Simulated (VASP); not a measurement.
VASP input:

### KPOINTS
```
Regular mesh
0
G
 6 6 3
0 0 0
```

**POSCAR**
```
MgSe
1
    4.2214700000     0.0000000000     0.0000000000
   -2.1107350000     3.6559000000     0.0000000000
    0.0000000000     0.0000000000     6.8167200000
Mg Se
2 2
Direct
  0.6666670000   0.3333330000   0.4983100000
  0.3333330000   0.6666670000   0.9983100000
  0.6666670000   0.3333330000   0.8766900000
  0.3333330000   0.6666670000   0.3766900000
```

**INCAR**
```
SYSTEM = MgSe
PREC = Accurate; ENCUT = 400; LREAL = .FALSE.
LASPH = .TRUE.; ISYM = 0
EDIFF = 1E-6; NELM = 100; ALGO = Normal
LMAXMIX = 4
ISMEAR = 0; SIGMA = 0.05
GGA = PE
ISIF = 2
LWAVE = .FALSE.; LCHARG = .FALSE.
```

POTCAR, in this order: Mg Se (PBE.64 set). Program: vasp_std.

Task: Translate this PBE calculation to Quantum ESPRESSO's pw.x.

Result: One equivalent input (not run):
```
&CONTROL
  calculation = 'scf'
  pseudo_dir = './pseudo'
  outdir = './out'
  tprnfor = .true.
  tstress = .true.
/
&SYSTEM
  ibrav = 0
  nat = 4
  ntyp = 2
  ecutwfc = 86
  occupations = 'smearing'
  smearing = 'gaussian'
  degauss = 0.003675
  input_dft = 'pbe'
  nosym = .true.
/
&ELECTRONS
  conv_thr = 7.3e-08
  electron_maxstep = 100
/
ATOMIC_SPECIES
  Mg 24.305 Mg.upf
  Se 78.971 Se.upf
CELL_PARAMETERS angstrom
     4.2214700    0.0000000    0.0000000
    -2.1107350    3.6559000    0.0000000
     0.0000000    0.0000000    6.8167200
ATOMIC_POSITIONS crystal
  Mg   0.6666670  0.3333330  0.4983100
  Mg   0.3333330  0.6666670  0.9983100
  Se   0.6666670  0.3333330  0.8766900
  Se   0.3333330  0.6666670  0.3766900
K_POINTS automatic
  6 6 3 0 0 0
```
Limits of the translation: the potentials are each code's own (VASP's PAW set, PseudoDojo norm-conserving files in pw.x), so ENCUT and ecutwfc are chosen apart and not converted; conv_thr bounds pw.x's estimated SCF error, while EDIFF bounds the energy change between steps.

The structure comes from a computed database's MgSe entry (P6_3mc); how it stands against other phases isn't given here. The cell was not relaxed at this level. The run is one of a series of settings (ISYM = 0 against the base run), some of them coarse on purpose.
